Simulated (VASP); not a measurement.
Calculation: MS2 meta-GGA, VASP's PBE PAW potentials (set 64) (plane waves; VASP).

VASP ran on this input.

**POSCAR**
```
Sb
3.8535950
  0.9999999945  -0.5593960141  -0.0090247004
  0.9999999945   0.5593960141  -0.0090247004
  0.6953765499   0.0000000000   0.9107451294
Sb
2
direct
  0.2372398545   0.2372398545   0.2372398545
  0.7627601455   0.7627601455   0.7627601455
```

**KPOINTS_OPT**
```
k-points along high-symmetry lines
8
Line-mode
Reciprocal
  0.000000   0.000000   0.000000 ! GAMMA
 -0.500000  -0.500000  -0.500000 ! T

 -0.500000  -0.500000  -0.500000 ! T
 -0.239794  -0.760206  -0.500000 ! H_2

  0.239793  -0.500000  -0.239793 ! H_0
 -0.000000  -0.500000  -0.000000 ! L

 -0.000000  -0.500000  -0.000000 ! L
  0.000000   0.000000   0.000000 ! GAMMA

  0.000000   0.000000   0.000000 ! GAMMA
  0.369897  -0.369897   0.000000 ! S_0

 -0.000000  -0.630103  -0.369897 ! S_2
  0.000000  -0.500000  -0.500000 ! F

  0.000000  -0.500000  -0.500000 ! F
  0.000000   0.000000   0.000000 ! GAMMA
```

### INCAR
```
SYSTEM = Sb
PREC = Accurate
ENCUT = 520
EDIFF = 1E-7
NELM = 100
ALGO = Normal
LREAL = .FALSE.
LASPH = .TRUE.
ISMEAR = -5
METAGGA = MS2
LMIXTAU = .TRUE.
LMAXMIX = 4
LWAVE = .FALSE.
LCHARG = .FALSE.
LORBIT = 11
NEDOS = 601
ISIF = 2
```

**KPOINTS**
```
Regular mesh
0
gamma
 12 12 12
```

POTCAR, in this order: Sb (PBE.64 set). Program: vasp_std.

Question: What will the output report for the number of irreducible k-points (NKPTS), largest plane-wave count, number of space-group operations, FFT grid (NGX, NGY, NGZ)?

Answer: 
```
Property                                      Result
--------------------------------------  ------------
number of irreducible k-points (NKPTS)           189
largest plane-wave count                        1598
number of space-group operations                  12
FFT grid (NGX, NGY, NGZ)                36 × 36 × 36
```

The compound is Sb in the a7 structure. It was relaxed first.
